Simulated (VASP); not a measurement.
Level of theory: PW91 GGA, VASP's PBE PAW potentials (set 64) (plane waves; VASP).

VASP ran on this input.

POSCAR:
```
CsSnI3
1
    6.3600065926     0.0000000000     0.0000000000
    0.0000000000     6.3600065926     0.0000000000
    0.0000000000     0.0000000000     6.3600065926
Cs Sn I
1 1 3
Direct
  0.0000000000   0.0000000000   0.0000000000
  0.5000000000   0.5000000000   0.5000000000
  0.5000000000   0.0000000000   0.5000000000
  0.0000000000   0.5000000000   0.5000000000
  0.5000000000   0.5000000000   0.0000000000
```

File KPOINTS:
```
Automatic mesh
0
Gamma
4 4 4
0 0 0
```

### INCAR
```
SYSTEM = CsSnI3
PREC = Accurate; ENCUT = 520; LREAL = .FALSE.
LASPH = .TRUE.
EDIFF = 1E-7; NELM = 100; ALGO = Normal
LMAXMIX = 4
ISMEAR = 0; SIGMA = 0.05
GGA = 91
ISIF = 2
LWAVE = .FALSE.; LCHARG = .FALSE.
```

POTCAR, in this order: Cs_sv Sn_d I (PBE.64 set). Program: vasp_std.

### Question
What will the output report for the number of irreducible k-points (NKPTS), largest plane-wave count, number of space-group operations, FFT grid (NGX, NGY, NGZ)?

### Answer

| Item | Result |
|---|---|
| number of irreducible k-points (NKPTS) | 10 |
| largest plane-wave count | 6968 |
| number of space-group operations | 48 |
| FFT grid (NGX, NGY, NGZ) | 48 × 48 × 48 |

The compound is CsSnI3 in the cubic perovskite structure, the ideal cubic form; the compound distorts at low or room temperature. This cell is one point of a volume scan, at 1.06 of the reference volume.
